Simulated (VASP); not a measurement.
VASP input:

### POSCAR
```
MnO
1
    4.5288000000     2.2644000000     2.2644000000
    2.2644000000     4.5288000000     2.2644000000
    2.2644000000     2.2644000000     4.5288000000
Mn O
2 2
Direct
  0.0000000000   0.0000000000   0.0000000000
  0.5000000000   0.5000000000   0.5000000000
  0.2500000000   0.2500000000   0.2500000000
  0.7500000000   0.7500000000   0.7500000000
```

INCAR:
```
SYSTEM = MnO
PREC = Accurate
ENCUT = 520
EDIFF = 1E-6
NELM = 100
ALGO = Normal
LREAL = .FALSE.
LASPH = .TRUE.
ISMEAR = 0
SIGMA = 0.05
GGA = PE
LMAXMIX = 4
ISPIN = 2
MAGMOM = 5.0 -5.0 0.0 0.0
LORBIT = 10
LWAVE = .FALSE.
LCHARG = .FALSE.
ISIF = 2
```

### KPOINTS
```
k-points along high-symmetry lines
5
Line-mode
Reciprocal
  0.000000   0.000000   0.000000 ! GAMMA
  0.500000   0.500000   0.500000 ! T

  0.500000   0.500000   0.500000 ! T
  0.812500   0.187500   0.500000 ! H_2

  0.500000  -0.187500   0.187500 ! H_0
  0.500000   0.000000   0.000000 ! L

  0.500000   0.000000   0.000000 ! L
  0.000000   0.000000   0.000000 ! GAMMA

  0.000000   0.000000   0.000000 ! GAMMA
  0.343750  -0.343750  -0.000000 ! S_0

  0.656250   0.000000   0.343750 ! S_2
  0.500000  -0.000000   0.500000 ! F

  0.500000  -0.000000   0.500000 ! F
  0.000000   0.000000   0.000000 ! GAMMA
```

POTCAR, in this order: Mn_pv O (PBE.64 set). Program: vasp_std.

The run wrote:

standard output:
```
 POSCAR found type information on POSCAR MnO
 POSCAR found :  2 types and       4 ions
 Reading from existing POTCAR
 Reading from existing POTCAR
 LDA part: xc-table for (Slater+PW92), standard interpolation
 POSCAR, INCAR and KPOINTS ok, starting setup
 WAVECAR not read
 entering main loop
       N       E                     dE             d eps       ncg     rms          rms(c)
DAV:   1     0.451363623194E+03    0.45136E+03   -0.22386E+04  3260   0.200E+03
DAV:   2     0.158778244554E+02   -0.43549E+03   -0.42784E+03  3284   0.552E+02
DAV:   3    -0.360102393895E+02   -0.51888E+02   -0.50739E+02  4636   0.171E+02
DAV:   4    -0.375281710102E+02   -0.15179E+01   -0.14778E+01  3633   0.294E+01
DAV:   5    -0.375543127399E+02   -0.26142E-01   -0.26100E-01  3952   0.434E+00    0.197E+01
DAV:   6    -0.325980107282E+02    0.49563E+01   -0.61084E+01  4224   0.622E+01    0.183E+01
DAV:   7    -0.319889500233E+02    0.60906E+00   -0.75673E+00  4106   0.314E+01    0.103E+01
DAV:   8    -0.320304484085E+02   -0.41498E-01   -0.11520E+00  3910   0.739E+00    0.634E+00
DAV:   9    -0.319882201248E+02    0.42228E-01   -0.11530E-01  3615   0.427E+00    0.195E+00
DAV:  10    -0.320093085858E+02   -0.21088E-01   -0.46482E-02  3946   0.166E+00    0.659E-01
DAV:  11    -0.320098648074E+02   -0.55622E-03   -0.51477E-03  4163   0.665E-01    0.126E-01
DAV:  12    -0.320100655173E+02   -0.20071E-03   -0.28360E-04  3508   0.145E-01    0.555E-02
DAV:  13    -0.320101202405E+02   -0.54723E-04   -0.39923E-05  3738   0.527E-02    0.379E-02
DAV:  14    -0.320101407795E+02   -0.20539E-04   -0.25272E-05  3703   0.474E-02    0.105E-02
DAV:  15    -0.320101423493E+02   -0.15698E-05   -0.28955E-06  3101   0.192E-02    0.382E-03
DAV:  16    -0.320101424734E+02   -0.12409E-06   -0.10750E-06  1883   0.740E-03
   1 F= -.32010142E+02 E0= -.32010142E+02  d E =-.735993E-17  mag=     0.0000
```

OUTCAR:
```
------------------------ aborting loop because EDIFF is reached ----------------------------------------
  FORCE on cell =-STRESS in cart. coord.  units (eV):
  Direction    XX          YY          ZZ          XY          YZ          ZX
  --------------------------------------------------------------------------------------
  Total       -2.0440046     -2.0440046     -2.0440046     -0.7358553     -0.7358553     -0.7358553
  in kB      -70.5136227    -70.5136227    -70.5136227    -25.3853734    -25.3853734    -25.3853734
  external PRESSURE =     -70.5136227 kB  Pullay stress =       0.0000000 kB
  volume of cell :       46.44
      direct lattice vectors                 reciprocal lattice vectors
     4.528800000  2.264400000  2.264400000     0.331213567 -0.110404522 -0.110404522
     2.264400000  4.528800000  2.264400000    -0.110404522  0.331213567 -0.110404522
     2.264400000  2.264400000  4.528800000    -0.110404522 -0.110404522  0.331213567
 POSITION                                       TOTAL-FORCE (eV/Angst)
 -----------------------------------------------------------------------------------
      0.00000      0.00000      0.00000         0.000000     -0.000000     -0.000000
      4.52880      4.52880      4.52880         0.000000     -0.000000     -0.000000
      2.26440      2.26440      2.26440        -0.000000      0.000000      0.000000
      6.79320      6.79320      6.79320         0.000000      0.000000     -0.000000
 -----------------------------------------------------------------------------------
    total drift:                                0.000000     -0.000000     -0.000000
  FREE ENERGIE OF THE ION-ELECTRON SYSTEM (eV)
  ---------------------------------------------------
  free  energy   TOTEN  =       -32.0101424734 eV

  energy  without entropy=      -32.0101424734  energy(sigma->0) =      -32.01014247

 total charge

# of ion       s       p       d       tot
------------------------------------------
    1        0.193   6.137   4.982  11.311
    2        0.193   6.137   4.982  11.311
    3        1.540   3.430   0.000   4.971
    4        1.540   3.430   0.000   4.971
--------------------------------------------------
tot          3.466  19.134   9.963  32.564

 magnetization (x)

# of ion       s       p       d       tot
------------------------------------------
    1        0.023   0.013   4.294   4.330
    2       -0.023  -0.013  -4.294  -4.330
    3        0.000   0.000   0.000   0.000
    4        0.000   0.000   0.000   0.000
--------------------------------------------------
tot          0.000   0.000   0.000   0.000
```
(Selected blocks of OUTCAR.)

Read input and log: which fault does this run have?
(A) selective dynamics freezes every atom
(B) LEPSILON was set with a meta-GGA
(C) a line-mode KPOINTS file was used for a self-consistent run
(D) POTIM is too large for the ionic optimiser

C, a line-mode KPOINTS file was used for a self-consistent run. The run ends without an error. Against the sound run, the energy per atom (σ→0) rises by 0.258 eV/atom; the pressure rises by 0.71 GPa.

To mend it, correct KPOINTS.
KPOINTS:
```
Automatic mesh
0
Gamma
6 6 6
0 0 0
```
The mended run (PBE GGA, plane waves, VASP's PBE PAW potentials (set 64)) converges, and its OSZICAR ends with
```
   1 F= -.33043738E+02 E0= -.33043738E+02  d E =-.473938E-26  mag=     0.0000
```

The compound is MnO in the rock salt, AFM-II order structure. The cell was not relaxed at this level.
